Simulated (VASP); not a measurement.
A VASP calculation is set up with these files.

### POSCAR
```
WC
1
    1.4550000000    -2.5201340000     0.0000000000
    1.4550000000     2.5201340000     0.0000000000
    0.0000000000     0.0000000000     2.8400000000
W C
1 1
Direct
  0.0000000000   0.0000000000   0.0000000000
  0.3333330000   0.6666670000   0.5000000000
```

KPOINTS:
```
Automatic mesh
0
Gamma
13 13 12
0 0 0
```

INCAR:
```
ISIF = 3   ! ions, shape and volume
ALGO = Normal
LASPH = .TRUE.   ! aspherical one-centre terms
IVDW = 11
LMAXMIX = 6
ENCUT = 520
LREAL = .FALSE.   ! projection in real space or not
NSW = 60   ! most ionic steps
EDIFFG = -0.01   ! ionic stop
PREC = Accurate
LWAVE = .FALSE.
NELM = 100   ! most electronic steps
SIGMA = 0.1
LCHARG = .FALSE.
GGA = PE
SYSTEM = WC
IBRION = 2   ! conjugate gradients
EDIFF = 1E-6
ISMEAR = 1   ! Methfessel-Paxton
```

POTCAR, in this order: W_sv C (PBE.64 set). Program: vasp_std.

Q: Translate this PBE-D3 (zero damping) calculation to Quantum ESPRESSO's pw.x.

A: One equivalent input (not run):
```
&CONTROL
  calculation = 'vc-relax'
  pseudo_dir = './pseudo'
  outdir = './out'
  tprnfor = .true.
  tstress = .true.
  nstep = 60
  forc_conv_thr = 0.00039
/
&SYSTEM
  ibrav = 0
  nat = 2
  ntyp = 2
  ecutwfc = 82
  occupations = 'smearing'
  smearing = 'methfessel-paxton'
  degauss = 0.00735
  input_dft = 'pbe'
  vdw_corr = 'grimme-d3'
  dftd3_version = 3
  dftd3_threebody = .false.
/
&ELECTRONS
  conv_thr = 7.3e-08
  electron_maxstep = 100
/
&IONS
/
&CELL
/
ATOMIC_SPECIES
  W 183.840 W.upf
  C 12.011 C.upf
CELL_PARAMETERS angstrom
     1.4550000   -2.5201340    0.0000000
     1.4550000    2.5201340    0.0000000
     0.0000000    0.0000000    2.8400000
ATOMIC_POSITIONS crystal
  W    0.0000000  0.0000000  0.0000000
  C    0.3333330  0.6666670  0.5000000
K_POINTS automatic
  13 13 12 0 0 0
```
What does not carry over: the potentials are each code's own (VASP's PAW set, PseudoDojo norm-conserving files in pw.x), so ENCUT and ecutwfc are chosen apart and not converted; conv_thr bounds pw.x's estimated SCF error, while EDIFF bounds the energy change between steps; forc_conv_thr acts on force components and is met together with etot_conv_thr.

The compound is WC in the wc structure. This run relaxes it. Symmetry was kept, so distortions that lower it aren't found.
